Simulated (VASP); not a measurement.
Consider the following.

```yaml
crystal:
  lattice:
    - [0.00000, 1.84727, 1.84727]
    - [1.84727, 0.00000, 1.84727]
    - [1.84727, 1.84727, 0.00000]
  atoms:
    - { symbol: Rh, position: [0.00000, 0.00000, 0.00000] }
```

The numbers are results of AM05 GGA, VASP's PBE PAW potentials (set 64) (plane waves; VASP), not measurements. Settings: 520 eV cut-off, 17×17×17 Γ-centred mesh, first-order Methfessel-Paxton smearing of 0.10 eV, potentials Rh_pv.

Question: Give the stress tensor in GPa (positive for a compressed cell).

Answer: 
```
21.64   0.00   0.00
 0.00  21.64   0.00
 0.00   0.00  21.64
```
The pressure is its mean diagonal, 21.64 GPa.

The compound is Rh in the fcc structure. This cell is one point of a volume scan, at 0.94 of the reference volume.
